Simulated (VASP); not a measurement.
Co:

```xyz
2
Lattice="2.5070 0.0000 0.0000 -1.2535 2.1711 0.0000 0.0000 0.0000 4.0700" Properties=species:S:1:pos:R:3 pbc="T T T"
Co    0.0000    1.4474    1.0175
Co    1.2535    0.7237    3.0525
```

```yaml
Program: VASP 6.6.1
Task: relaxation of cell and atoms
Functional: PBEsol
Potentials_or_basis: VASP PAW PBE potentials, release 64 (Co)
Cutoff: 480 eV
k_mesh: 21 × 21 × 10
Occupations: gaussian, width 0.1 eV
Spin: collinear spin, ferromagnetic start
Starting_moments: "[2.0, 2.0] μB"
```

At the start: pressure -14.3 GPa; volume 11.08 Å³/atom.

Problem. Where does the relaxation end?

Solution. Over 6 steps the energy falls by 36.3 meV/atom and the volume is 10.32 Å³/atom (-6.8 %); space group P6_3/mmc (No. 194, to 0.05 Å); moment 3.11 μB per cell.

Step by step:
| step | energy change (eV) | largest force (eV/Å) | pressure (GPa) | volume (Å³) |
| --- | --- | --- | --- | --- |
| 1 | 0.0000 | 0.0000 | -14.27 | 22.15 |
| 2 | 0.0260 | 0.0000 | 22.59 | 19.14 |
| 3 | -0.0724 | 0.0000 | -0.33 | 20.67 |
| 4 | -0.0724 | 0.0000 | 0.06 | 20.64 |
| 5 | -0.0726 | 0.0000 | 0.08 | 20.64 |
| 6 | -0.0726 | 0.0000 | 0.07 | 20.64 |

Final structure:
```
Co
1.0
     2.45297    0.00000    0.00000
    -1.22648    2.12433    0.00000
     0.00000    0.00000    3.96119
Co
2
Direct
  0.33333 0.66667 0.25000
  0.66667 0.33333 0.75000
```

Caveat: the PAW data sets were made with another functional, which shifts forces and pressure a little.
